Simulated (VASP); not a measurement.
Input for VASP

KPOINTS:
```
Automatic mesh
0
Gamma
8 8 8
0 0 0
```

### INCAR
```
PREC  =  Accurate
LCHARG  =  .FALSE.
ENCUT  =  520
ALGO  =  Normal
ISMEAR  =  0
ISIF  =  2
LREAL  =  .FALSE.   # projection in real space or not
EDIFF  =  1E-7
LASPH  =  .TRUE.   # aspherical one-centre terms
SYSTEM  =  GaAs
LMAXMIX  =  4   # l cut-off of mixed one-centre charges
SIGMA  =  0.05   # width (eV)
NELM  =  100   # most electronic steps
LMIXTAU  =  .TRUE.
LWAVE  =  .FALSE.
METAGGA  =  R2SCAN
```

**POSCAR**
```
GaAs
2.7763570
  0.0000000000   0.9999998909   0.9999998909
  0.9999998909   0.0000000000   0.9999998909
  0.9999998909   0.9999998909   0.0000000000
Ga As
1 1
Cartesian
  0.0000000000   0.0000000000   0.0000000000
  0.4999999455   0.4999999455   0.4999999455
```

POTCAR, in this order: Ga_d As (PBE.64 set). Program: vasp_std.

Translate this r2SCAN calculation to Ansatz.

One equivalent input (not run):
Ansatz 0.2 input:
```yaml
crystal:
  lattice:
    - [0.0000000, 2.7763567, 2.7763567]
    - [2.7763567, 0.0000000, 2.7763567]
    - [2.7763567, 2.7763567, 0.0000000]
  atoms:
    - { symbol: Ga, position: [0.0000000, 0.0000000, 0.0000000] }
    - { symbol: As, position: [0.2500000, 0.2500000, 0.2500000] }
kpoints:
  mp_grid: { grid: [8, 8, 8] }
hamiltonian:
  xc: r2scan
  pseudopotentials: { kind: paw }
scf:
  occupations: { method: gaussian, width: 0.05 }
  max_iter: 100
output: { forces: true, stress: true, eigenvalues: true }
```
The two are equivalent in intent, not identical: each code has its own PAW files, so the cut-off isn't converted (ENCUT is set for VASP's; basis.ecutwfc is left out, and Ansatz then takes the one that its files recommend); Ansatz stops its SCF on the density residual and VASP on the energy change (EDIFF).

The compound is GaAs in the zinc blende structure. This cell is one point of a volume scan, at 0.94 of the reference volume.
